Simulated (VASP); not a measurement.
Data:

```xyz
2
Lattice="1.3746 -2.3809 0.0000 1.3746 2.3809 0.0000 0.0000 0.0000 4.4480" Properties=species:S:1:pos:R:3 pbc="T T T"
Re     1.3746     0.7936     1.1120
Re     1.3746    -0.7686     3.3360
```

Level of theory: PBEsol GGA, VASP's PBE PAW potentials (set 64) (plane waves; VASP 6.6.1). Numerical set-up: 480 eV cut-off, 14×14×8 Γ-centred mesh, first-order Methfessel-Paxton smearing of 0.10 eV, potentials Re.

Give the force on each atom (eV/Å).

```
atom     Fx      Fy     Fz
----  -----  ------  -----
Re1   0.000   0.124  0.000
Re2   0.000  -0.124  0.000
```

Give the stress tensor in GPa (positive for a compressed cell).

```
-0.17   0.00   0.00
 0.00   0.26   0.00
 0.00   0.00  -0.06
```
The pressure is its mean diagonal, 0.01 GPa.

The compound is Re in the hcp structure. This cell was strained or had an atom moved on purpose.
